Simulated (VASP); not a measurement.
Input:

```yaml
crystal:
  lattice:
    - [3.41928, 0.00000, 0.00000]
    - [0.00000, 3.41928, 0.00000]
    - [0.00000, 0.00000, 3.41928]
  atoms:
    - { symbol: Fe, position: [0.00000, 0.00000, 0.00000], spin: 2.9 }
    - { symbol: Ni, position: [0.00000, 0.50000, 0.50000], spin: 0.7 }
    - { symbol: Ni, position: [0.50000, 0.00000, 0.50000], spin: 0.7 }
    - { symbol: Ni, position: [0.50000, 0.50000, 0.00000], spin: 0.7 }
```

Calculation: revTPSS meta-GGA, VASP's PBE PAW potentials (set 64) (plane waves; VASP). Run with 520 eV cut-off, 9×9×9 Γ-centred mesh, first-order Methfessel-Paxton smearing of 0.10 eV, potentials Fe Ni.

Q: What does the run give for the cell moment, energy per atom (σ→0), pressure, band gap (on the k-mesh) with the smallest direct gap where there is one?

A: 
```
Property                                                     Value
------------------------  ----------------------------------------
band gap (on the k-mesh)  none (metal, semimetal or under 0.01 eV)
cell moment                                                4.64 μB
energy per atom (σ→0)                               -2.807 eV/atom
pressure                                                 15.60 GPa
```

Q: Give the moment on each site (PAW-sphere projection).

A: 
| site | moment (μB) |
|---|---|
| Fe1 | 2.80 |
| Ni2 | 0.60 |
| Ni3 | 0.60 |
| Ni4 | 0.60 |

The absolute energy has meaning only against runs of the same code, potentials and settings.

The compound is Ni3Fe in the L1_2 structure. This cell is one point of a volume scan, at 0.94 of the reference volume.
